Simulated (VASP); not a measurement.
Consider the following.

```
CELL_PARAMETERS angstrom
      0.00000     2.20543     2.20543
      2.20543     0.00000     2.20543
      2.20543     2.20543     0.00000
ATOMIC_POSITIONS crystal
  Al 0.00000 0.00000 0.00000
  N  0.25000 0.25000 0.25000
```

Level of theory: r2SCAN meta-GGA, VASP's PBE PAW potentials (set 64) (plane waves; VASP 6.6.1). Numerical set-up: 520 eV cut-off, 10×10×10 Γ-centred mesh, Gaussian smearing of 0.050 eV, potentials Al N.

Estimate the energy per atom (σ→0), pressure, band gap (on the k-mesh) with the smallest direct gap where there is one.

The band gap (on the k-mesh) is 3.91 eV and the smallest direct gap (on the k-mesh) is 4.62 eV. The energy per atom (σ→0) is -9.584 eV/atom and the pressure comes out as -5.99 GPa.

Total energies compare only between runs with the same potentials, cut-off and functional.

The compound is AlN in the zinc blende structure, a metastable form; wurtzite is the usual one. This cell is one point of a volume scan, at 1.03 of the reference volume.
